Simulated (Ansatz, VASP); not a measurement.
## WS2 (Tungstenite): VASP beside Ansatz

Aim: how closely do two programs agree when they are given the same cell, functional and k mesh? The cell is taken from a series of VASP runs on this material, whose earlier steps may have relaxed, scaled or displaced it; both programs get it as it stands. Valence electrons are named where the data sets of a main pair hold unlike numbers.

Program: Ansatz 0.2.0. Level of theory: plane waves, with VASP 6.6.1 beside it; single point at r2SCAN and band structure at r2SCAN. Results are calculated unless marked as measured.

## (1) Set-up

It takes space group P6_3/mmc (No. 194, hexagonal). The conventional cell has a = 3.176 Å, b = 3.176 Å, c = 12.972 Å, α = 90.00°, β = 90.00°, γ = 120.00°. Nearest to W lie 6 S at 2.41 Å. Nearest to S lie 3 W at 2.41 Å. Farther neighbours and most contacts between anions are not listed.

Structure file:

```xyz
6
Lattice="3.1758 0.0000 0.0000 -1.5879 2.7503 0.0000 0.0000 0.0000 12.9718" Properties=species:S:1:pos:R:3 pbc="T T T"
W     0.0000    1.8335    3.2430
W     1.5879    0.9168    9.7289
S     0.0000    1.8335    8.1705
S     1.5879    0.9168    1.6846
S     0.0000    1.8335   11.2872
S     1.5879    0.9168    4.8013
```

## (2) VASP: single point, r2SCAN

A single point gives forces, pressure and levels at one fixed geometry, so differences don't come from the geometry; what else differs is listed under the comparison.

Lines of VASP's logs that name or quote its potential files are left out, and so is its time.

INCAR

```
SYSTEM = WS2
PREC = Accurate
ENCUT = 400
EDIFF = 1E-06
NELM = 100
ISMEAR = 0
SIGMA = 0.05
LREAL = .FALSE.
ALGO = Normal
METAGGA = R2SCAN
LASPH = .TRUE.
NBANDS = 24
LORBIT = 11
LWAVE = .FALSE.
LCHARG = .TRUE.
ISIF = 2
LELF = .TRUE.
LVHAR = .TRUE.
```

POSCAR

```
WS2
1.0
    3.1757954170      0.0000000000      0.0000000000
   -1.5878977085      2.7503195083      0.0000000000
    0.0000000000      0.0000000000     12.9718015124
W S
2 4
Direct
    0.3333333333      0.6666666667      0.2500000000
    0.6666666667      0.3333333333      0.7500000000
    0.3333333333      0.6666666667      0.6298629521
    0.6666666667      0.3333333333      0.1298629521
    0.3333333333      0.6666666667      0.8701370479
    0.6666666667      0.3333333333      0.3701370479
```

KPOINTS

```
Automatic mesh
0
Gamma
8 8 2
0 0 0
```

Potentials, in the order of the species: W and S (PBE family, release 64).

Launch:

```sh
$ mpirun -np 4 vasp_std
```

Numbers of over 12 decimals in the logs are rounded to 6 here.

Log:

```text
[banner, memory and clock lines left out]
running    4 mpi-ranks, on    1 nodes
 distrk:  each k-point on    4 cores,    1 groups
 distr:  one band on    1 cores,    4 groups

 POSCAR found type information on POSCAR W S
 POSCAR found :  2 types and       6 ions
|                                                                             |
|               ----> ADVICE to this user running VASP <----                  |
|                                                                             |
|     You enforced a specific xc type in the INCAR file but a different       |
|     [... a line on the potential file left out ...]
|     I HOPE YOU KNOW WHAT YOU ARE DOING!                                     |
|                                                                             |

 LDA part: xc-table for (None), standard interpolation
 POSCAR, INCAR and KPOINTS ok, starting setup
 FFT: planning ... GRIDC
 FFT: planning ... GRID_SOFT
 FFT: planning ... GRID
 WAVECAR not read
 entering main loop
       N       E                     dE             d eps       ncg     rms          rms(c)
DAV:   1     0.660457406120E+02    0.66046E+02   -0.14400E+04   960   0.111E+03
DAV:   2    -0.134826058992E+03   -0.20087E+03   -0.19310E+03  1352   0.254E+02
DAV:   3    -0.146890821822E+03   -0.12065E+02   -0.11994E+02  1280   0.639E+01
DAV:   4    -0.147156508990E+03   -0.26569E+00   -0.26517E+00  1312   0.103E+01
DAV:   5    -0.147161992300E+03   -0.54833E-02   -0.54793E-02  1328   0.138E+00    0.369E+01
DAV:   6    -0.140562622500E+03    0.65994E+01   -0.11633E+01  1336   0.178E+01    0.193E+01
DAV:   7    -0.140445786449E+03    0.11684E+00   -0.32362E+00  1320   0.113E+01    0.101E+01
DAV:   8    -0.140357285753E+03    0.88501E-01   -0.47569E-01  1336   0.434E+00    0.106E+00
DAV:   9    -0.140351697670E+03    0.55881E-02   -0.59472E-02  1288   0.143E+00    0.612E-01
DAV:  10    -0.140352277967E+03   -0.58030E-03   -0.13060E-02  1224   0.683E-01    0.524E-01
DAV:  11    -0.140352370990E+03   -0.93023E-04   -0.71034E-04  1256   0.165E-01    0.420E-01
DAV:  12    -0.140352474573E+03   -0.10358E-03   -0.38170E-04  1224   0.124E-01    0.367E-02
DAV:  13    -0.140352480008E+03   -0.54350E-05   -0.51296E-05  1224   0.505E-02    0.530E-02
DAV:  14    -0.140352480073E+03   -0.65180E-07   -0.30635E-06  1056   0.122E-02
   1 F= -.14035248E+03 E0= -.14035248E+03  d E =-.107498E-11
```

Parts of OUTCAR (step 2):

```text
ion  position               nearest neighbor table
   1  0.333  0.667  0.250-   4 2.41   6 2.41   4 2.41   6 2.41   4 2.41   6 2.41
   2  0.667  0.333  0.750-   3 2.41   5 2.41   3 2.41   5 2.41   3 2.41   5 2.41
   3  0.333  0.667  0.630-   2 2.41   2 2.41   2 2.41
   4  0.667  0.333  0.130-   1 2.41   1 2.41   1 2.41
   5  0.333  0.667  0.870-   2 2.41   2 2.41   2 2.41
   6  0.667  0.333  0.370-   1 2.41   1 2.41   1 2.41

  LATTYP: Found a hexagonal cell.
 ALAT       =     3.1757954170
 C/A-ratio  =     4.0845834851

 Subroutine GETGRP returns: Found 24 space group operations
 (whereof 12 operations were pure point group operations)

The static configuration has the point symmetry D_3d.
 The point group associated with its full space group is D_6h.

 Found     20 irreducible k-points:

   k-points           NKPTS =     20   k-points in BZ     NKDIM =     20   number of bands    NBANDS=     24

   dimension x,y,z NGX =    24 NGY =   24 NGZ =   90
   dimension x,y,z NGXF=    48 NGYF=   48 NGZF=  180

   ENCUT  =  400.0 eV  29.40 Ry    5.42 a.u.   5.18  5.18 21.15*2*pi/ulx,y,z

   NELECT =      36.0000    total number of electrons

 k-points in reciprocal lattice and weights: Automatic mesh
   0.00000000  0.00000000  0.00000000       0.008
   0.12500000  0.00000000  0.00000000       0.047
   0.25000000  0.00000000  0.00000000       0.047
   0.37500000  0.00000000  0.00000000       0.047
   0.50000000  0.00000000  0.00000000       0.023
   0.12500000  0.12500000  0.00000000       0.047
   0.25000000  0.12500000  0.00000000       0.094
   0.37500000  0.12500000  0.00000000       0.094
   0.25000000  0.25000000  0.00000000       0.047
[...]
0.25000000  0.25000000  0.50000000       0.047
   0.37500000  0.25000000  0.50000000       0.047

 average (electrostatic) potential at core
       1 -46.4314       2 -46.4314       3 -89.4845       4 -89.4845       5 -89.4845
       6 -89.4845

 E-fermi :   5.6173

 k-point     1 :       0.0000    0.0000    0.0000
  band No.  band energies     occupation
    ...
     14       3.1134      2.00000
     15       3.1134      2.00000
     16       3.5648      2.00000
     17       4.4522      2.00000
     18       5.3985      2.00000
     19       7.9551      0.00000
     20       7.9555      0.00000
     21       7.9620      0.00000
     22       7.9621      0.00000
     23       8.0730      0.00000
    ...

 k-point     2 :       0.1250    0.0000    0.0000
  band No.  band energies     occupation
    ...
     14       2.7305      2.00000
     15       3.1729      2.00000
     16       3.8810      2.00000
     17       4.4117      2.00000
     18       4.9869      2.00000
     19       7.5168      0.00000
     20       7.8168      0.00000
     21       7.8385      0.00000
     22       7.8805      0.00000
     23       7.9478      0.00000
    ...

 k-point     3 :       0.2500    0.0000    0.0000
  band No.  band energies     occupation
    ...
     14       2.7067      2.00000
     15       2.8711      2.00000
     16       3.4594      2.00000
     17       3.9318      2.00000
     18       4.0246      2.00000
     19       7.0743      0.00000
     20       7.5252      0.00000
     21       7.6417      0.00000
     22       7.8409      0.00000
     23       8.1404      0.00000
    ...

  Total       -0.0052188     -0.0052188      0.0514019      0.0000000      0.0000000      0.0000000
  in kB       -0.0737985     -0.0737985      0.7268653      0.0000000      0.0000000      0.0000000
  external PRESSURE =       0.1930894 kB  Pullay stress =       0.0000000 kB

  energy-cutoff  :      400.00
  volume of cell :      113.30
      direct lattice vectors                 reciprocal lattice vectors
     3.175795417  0.000000000  0.000000000     0.314881744  0.181797060  0.000000000
    -1.587897708  2.750319508  0.000000000     0.000000000  0.363594120  0.000000000
     0.000000000  0.000000000 12.971801512     0.000000000  0.000000000  0.077090295

 POSITION                                       TOTAL-FORCE (eV/Angst)
 -----------------------------------------------------------------------------------
     -0.00000      1.83355      3.24295        -0.000000     -0.000000      0.000000
      1.58790      0.91677      9.72885        -0.000000     -0.000000      0.000000
     -0.00000      1.83355      8.17046         0.000000      0.000000      0.002185
      1.58790      0.91677      1.68456         0.000000     -0.000000      0.002185
     -0.00000      1.83355     11.28725        -0.000000      0.000000     -0.002185
      1.58790      0.91677      4.80134         0.000000     -0.000000     -0.002185
 -----------------------------------------------------------------------------------
    total drift:                                0.000000     -0.000000      0.000000

  FREE ENERGIE OF THE ION-ELECTRON SYSTEM (eV)
  ---------------------------------------------------
  free  energy   TOTEN  =      -140.3524800729 eV

  energy  without entropy=     -140.3524800729  energy(sigma->0) =     -140.35248007

 total charge
# of ion       s       p       d       tot
------------------------------------------
    1        0.545   0.719   4.262   5.526
    2        0.545   0.719   4.262   5.526
    3        1.351   2.385   0.000   3.735
    4        1.351   2.385   0.000   3.735
    5        1.351   2.385   0.000   3.735
    6        1.351   2.385   0.000   3.735
--------------------------------------------------
tot          6.492  10.977   8.525  25.994

[... 3 further parts left out ...]
```

This run has no spin polarisation, so a moment on W, if there is one, isn't seen. The gap is read on the k-mesh alone, so it is an upper bound where the band edges lie off the mesh. The PAW data sets were made with PBE, which is usual practice but a small mismatch for other functionals. The data set W keeps the semicore shell frozen, which is cheaper and a little less accurate.

## (3) Ansatz: single point, r2SCAN

Ansatz runs on its default PAW (the set named soft_2) files.

The same cell, functional, mesh and smearing now go to Ansatz, which takes its cutoff from its data sets.

input.yaml

```yaml
crystal:
  lattice:
    - [3.175795417, 0.0, 0.0]
    - [-1.5878977085, 2.7503195083, 0.0]
    - [0.0, 0.0, 12.9718015124]
  atoms:
    - { symbol: W, position: [0.3333333333, 0.6666666667, 0.25] }
    - { symbol: W, position: [0.6666666667, 0.3333333333, 0.75] }
    - { symbol: S, position: [0.3333333333, 0.6666666667, 0.6298629521] }
    - { symbol: S, position: [0.6666666667, 0.3333333333, 0.1298629521] }
    - { symbol: S, position: [0.3333333333, 0.6666666667, 0.8701370479] }
    - { symbol: S, position: [0.6666666667, 0.3333333333, 0.3701370479] }
hamiltonian:
  xc: r2scan
  pseudopotentials: { kind: paw }
kpoints:
  mp_grid: { grid: [8, 8, 2] }
scf:
  occupations: { method: gaussian, width: 0.05 }
  n_extra_bands: 5
output:
  forces: true
  stress: true
  eigenvalues: true
```

Launch:

```sh
$ ansatz run input.yaml --threads 4 --pin off --max-ram 9216MiB --backend cpu --events-out ev --progress --plain --runs-dir out
```

Log:

```text
scf.n_extra_bands = 5 over 26 filled bands (N_el = 52.0): the run solves 31 bands
Engine: ansatz 0.2.0, aarch64-unknown-linux-gnu
Pseudopotentials: kind: paw
Pseudopotential: W, paw, valence charge 14, recommended cutoff 500 eV (meta_gga), W.paw.azcp
Pseudopotential: S, paw, valence charge 6, recommended cutoff 500 eV (meta_gga), S.paw.azcp
Functional definition: r2SCAN
  parameter k0 = 0.174
  parameter k1 = 0.065
  parameter a1 = 4.9479
  exchange = r2scan_x(k0 = k0, k1 = k1, a1 = a1)
  correlation = r2scan_c
Crystal: 6 atoms, lattice volume = 113.302 Å³
Basis set: ecut = 500 eV, 2873 PW (Γ), exchange–correlation on 96×96×384 points (64 copies of the dense FFT grid, shifted against one another)
Bands: 31, of which v1, the nominal top of the filled ones, is band 26 counted from 1 (25 counted from 0)
Symmetry: 24 space group operations
Space group: P63/mmc (ITA 194), of the structure as read, at distance tolerance 4.8e-5 Å
k-points: 20 of 128
Non-local potential: W, projectors of the file, l = 0: 3, l = 1: 2, l = 2: 2, l = 3: 1
Non-local potential: S, projectors of the file, l = 0: 2, l = 1: 2, l = 2: 2
PAW form: soft (Blöchl's): semilocal exchange-correlation on the pseudo side does not see the compensation charge
PAW frozen core: W, regenerated for the run's functional (the file was generated under x = pbe(κ = 0.804, μ = 0.219515), c = pbe(β = 0.066725))
PAW frozen core: S, regenerated for the run's functional (the file was generated under x = pbe(κ = 0.804, μ = 0.219515), c = pbe(β = 0.066725))
PAW one-centre angular grid: W, 590 points (default); XC on 160 Gauss nodes
PAW one-centre angular grid: S, 302 points (default); XC on 160 Gauss nodes
Initial density: superposition of atomic densities (neutral atoms: chi_scale 0, normalization atom), corrected by the library's trained network
Initial wavefunctions: pseudopotential atomic-orbital guess
Functional: x = r2scan, c = r2scan; τ floored in thin density (d = 2e-4 eV/Å³)
SCF iter   1: F=—  HF=-24423.160528 eV  |F-HF|=—  |Δ(HF+E_count)|=         —  Δρ=7.92e-3  dr2=5.60e-2  dr2_τ=1.70e-1  ethr=1.77e-3  ⟨swp⟩=6.2  Hψ=2912  notcnv=0
preconditioner: auto → Resta (q_TF=auto, 2.396 Å⁻¹)  ε∞=6.8  [insulator: Δε(μ)=1.476 eV  Ē_g=8.689 eV  σ=0.050 eV  W_gap=1.00  n_scr=26 (ndim 8)  ℏωp=20.9 eV  f_vac=0.046  D(μ)=0.00/eV (n_scr^D=0)  ε∞_Penn≈6.8]
SCF iter   2: F=—  HF=-24423.296804 eV  |F-HF|=—  |Δ(HF+E_count)|=   1.36e-1  Δρ=4.51e-3  dr2=1.37e-2  dr2_τ=2.58e-3  ethr=1.08e-4  ⟨swp⟩=2.0  Hψ=1224  notcnv=0  defer=17
SCF iter   3: F=—  HF=-24423.300880 eV  |F-HF|=—  |Δ(HF+E_count)|=   4.08e-3  Δρ=2.67e-3  dr2=3.40e-3  dr2_τ=3.72e-4  ethr=2.63e-5  ⟨swp⟩=2.2  Hψ=836  notcnv=0  defer=17
SCF iter   4: F=—  HF=-24423.304463 eV  |F-HF|=—  |Δ(HF+E_count)|=   3.58e-3  Δρ=2.15e-4  dr2=4.99e-5  dr2_τ=5.93e-6  ethr=6.54e-6  ⟨swp⟩=2.2  Hψ=1081  notcnv=0  defer=17
SCF iter   5: F=—  HF=-24423.304491 eV  |F-HF|=—  |Δ(HF+E_count)|=   2.81e-5  Δρ=6.50e-5  dr2=1.07e-5  dr2_τ=4.34e-7  ethr=9.59e-8  ⟨swp⟩=2.1  Hψ=934  notcnv=0  defer=17
SCF iter   6: F=—  HF=-24423.304495 eV  |F-HF|=—  |Δ(HF+E_count)|=   3.57e-6  Δρ=1.60e-5  dr2=6.73e-7  dr2_τ=1.72e-8  ethr=2.06e-8  ⟨swp⟩=2.0  Hψ=956  notcnv=0  defer=17
SCF iter   7: F=-24423.304495 eV  HF=-24423.304495 eV  |F-HF|=6.98e-9  |Δ(HF+E_count)|=   2.29e-7  Δρ=3.41e-6  dr2=1.18e-8  dr2_τ=8.89e-10  ethr=1.92e-10  ⟨swp⟩=10.4  Hψ=3091  notcnv=0
SCF 1 converged in 7 iterations: F = -24423.304495 eV  dr2 = 1.18e-8
  greatest PAW one-centre occupation: 0.999 electrons in one spin orbital (limit 2), on the W atom at site 1 (counted from 0), in its partial waves of l = 0
SCF converged after 7 iterations
Free energy (F): -24423.304495 eV
Harris-Foulkes:  -24423.304495 eV  (|F-HF|=6.98e-9)
Internal energy: -24423.304495 eV  (E = F + TS)
E sigma→0 (E₀):  -24423.304495 eV
Fermi energy:    11.193607 eV
--- Per-component energies (eV) ---
  E_band       = -466.663228
  E_kinetic    = 1333.481197
  E_local      = -3989.302474  (includes V_loc(G=0)·N_el)
  E_nonlocal   = 115.508665
  E_hartree    = 1608.177990
  E_xc         = -866.718744
  E_vxc        = -900.108895  (∫ρ·V_xc dr)
  E_paw        = -19624.413621  (= ΣΔE_a)
  E_vpaw       = -287.196058  (= ΣTr[D̂ρ^β])
  E_aug_tail   = -0.000096  (compensation charges beyond the density's cutoff)
  E_vtau       = 44.602381  (kinetic-family band-sum trace: ∫τ·v_τ [+ j·A + Jᵃ·Aᵃ] dr)
  E_ewald      = -2998.422447
  E_core_change = -1.614965  (= ΣΔE_core)
  E_smearing   = -0.000000  (= −TS)
  E_closure    = 0.000000  (closes the sum)
  Σ components = -24423.304495   (vs F -24423.304495, Δ=0.00e0)
--- Forces (eV/Å), atoms counted from 1 ---
  atom   1  W     -0.00000000     0.00000000     0.00000000
  atom   2  W     -0.00000000    -0.00000000    -0.00000000
  atom   3  S     -0.00000000     0.00000000    -0.05770544
  atom   4  S      0.00000000    -0.00000000    -0.05770544
  atom   5  S     -0.00000000     0.00000000     0.05770544
  atom   6  S      0.00000000    -0.00000000     0.05770544
  max |Σ_I F_I| component: 2.08e-17 eV/Å
--- Stress (GPa, compression-positive) ---
        0.755188      -0.000000       0.000000
        0.000000       0.755188      -0.000000
        0.000000      -0.000000       0.672149
  P = ⅓ Tr σ = 0.7275 GPa (7.275 kbar)
--- Band table (eV; the first three rows and the last of 20) ---
  k-point 0: bands = [... 22 lower, 8.1384, 8.5795, 9.4923, 10.4521, 12.9930, 12.9930, 12.9984, 12.9984, ... 1 higher]
  k-point 1: bands = [... 22 lower, 8.1262, 8.1262, 10.1338, 10.1338, 12.9928, 12.9928, 12.9928, 12.9928, ... 1 higher]
  k-point 2: bands = [... 22 lower, 8.1953, 8.9032, 9.4528, 10.0368, 12.5515, 12.8614, 12.8759, 12.9181, ... 1 higher]
  k-point 19: bands = [... 22 lower, 7.4850, 7.4850, 9.6859, 9.6859, 12.1045, 12.1045, 13.5325, 13.5325, ... 1 higher]
```

The job ended after 2.3 s (4 threads of Arm Neoverse V2, shared host; peak memory 0.67 GiB).

The run ends at a pressure of 0.73 GPa, with forces up to 0.058 eV/Å.

## (4) Differences

Known differences besides the potentials themselves: VASP keeps PBE cores, Ansatz makes them for the functional; the data sets hold 52 valence electrons in Ansatz (on its default PAW (the set named soft_2) files) and 36 in VASP; the cutoff is 500 eV in Ansatz and 400 eV in VASP. Total energies have different zeros and are not compared.

Compared:

```csv
quantity,Ansatz,VASP,difference
pressure (GPa),0.73,0.02,+0.71
gap on the k mesh (eV),1.487,1.500,-0.013
```

At this near-relaxed geometry the largest component of a force difference is 60 meV/Å. A gap on the mesh is an upper bound, since the band edges may lie between its points; neither run holds spin-orbit coupling, which can move the band edges of a compound of W.

## (5) What the set-up changes

Further runs change the set-up of one program: Ansatz's method, potentials or start, or VASP's data sets, cutoff or form of LDA. The table gives Ansatz less VASP for each quantity, since a change that brings one quantity closer may part another.

```csv
run,r.m.s. force difference (meV/Å),pressure (GPa),gap on the k mesh (eV)
as above,28,0.71,-0.013
cores kept as stored,22,0.60,-0.012
Ansatz's all-electron LAPW method,29,0.75,-0.0082
Ansatz's larger PAW set (cutoff 950 eV),31,0.78,-0.0077
```

## (6) Ansatz: band structure, r2SCAN

The same path points are solved in both programs, so levels can be compared one by one.

The cell is taken from a series of VASP runs on this material, whose earlier steps may have relaxed, scaled or displaced it; both programs get it as it stands.

input.yaml, the sections that differ from step 3:

```yaml
kpoints:
  mp_grid: { grid: [8, 8, 2] }
  band_path:
    path:
      - [0.0, 0.0, 0.0]
      - [0.13333, 0.0, 0.0]
      - [0.3, 0.0, 0.0]
      - [0.46667, 0.0, 0.0]
      - [0.46667, 0.06667, 0.0]
      - [0.41111, 0.17778, 0.0]
      - [0.35556, 0.28889, 0.0]
      - [0.28889, 0.28889, 0.0]
      - [0.17778, 0.17778, 0.0]
      - [0.06667, 0.06667, 0.0]
      - [0.0, 0.0, 0.03333]
      - [0.0, 0.0, 0.2]
      - [0.0, 0.0, 0.36667]
      - [0.0, 0.0, 0.5]
      - [0.16667, 0.0, 0.5]
      - [0.3, 0.0, 0.5]
      - [0.46667, 0.0, 0.5]
      - [0.46667, 0.06667, 0.5]
      - [0.41111, 0.17778, 0.5]
      - [0.35556, 0.28889, 0.5]
      - [0.28889, 0.28889, 0.5]
      - [0.17778, 0.17778, 0.5]
      - [0.06667, 0.06667, 0.5]
      - [0.5, 0.0, 0.46667]
      - [0.5, 0.0, 0.3]
      - [0.5, 0.0, 0.13333]
      - [0.33333, 0.33333, 0.0]
      - [0.33333, 0.33333, 0.16667]
      - [0.33333, 0.33333, 0.33333]
      - [0.33333, 0.33333, 0.5]
    npoints: 1
scf:
  occupations: { method: gaussian, width: 0.05 }
  n_extra_bands: 9
# crystal, hamiltonian, output: as in step 3
```

Log:

```text
[...]
Crystal: 6 atoms, lattice volume = 113.302 Å³
Basis set: ecut = 500 eV, 2873 PW (Γ), exchange–correlation on 96×96×384 points (64 copies of the dense FFT grid, shifted against one another)
Bands: 35, of which v1, the nominal top of the filled ones, is band 26 counted from 1 (25 counted from 0)
Symmetry: 24 space group operations
[...]
k-points: 20 of 128
[...]
k-point 0: bands = [... 22 lower, 8.1384, 8.5795, 9.4923, 10.4522, 12.9931, 12.9931, 12.9984, 12.9984, ... 5 higher]
  k-point 1: bands = [... 22 lower, 8.1263, 8.1263, 10.1339, 10.1339, 12.9929, 12.9929, 12.9929, 12.9929, ... 5 higher]
  k-point 2: bands = [... 22 lower, 8.1953, 8.9032, 9.4528, 10.0368, 12.5515, 12.8614, 12.8759, 12.9181, ... 5 higher]
  k-point 19: bands = [... 22 lower, 7.4850, 7.4850, 9.6860, 9.6860, 12.1045, 12.1045, 13.5325, 13.5325, ... 5 higher]
[key lines of the parts left out:]
SCF converged after 7 iterations
Free energy (F): -24423.304495 eV
Fermi energy:    11.193638 eV
P = ⅓ Tr σ = 0.7278 GPa (7.278 kbar)
```

Run time: 3.7 s. Hardware: 4 threads; peak memory 0.68 GiB; 14 s of CPU time.

[end of part 1 of 2]

[Lines on the potential files, build, host, timing and source positions are cut from VASP's logs without a mark.]

[Logs are printed without paths, hosts, clocks, repeated set-up lines and the standing remarks that a program may print on its own settings, such as how far it seeks lower states.]

[Hosts, paths, dates, database ids (printed as entryN), source tags and the programs' standing remarks are cut or masked in the printed files.]
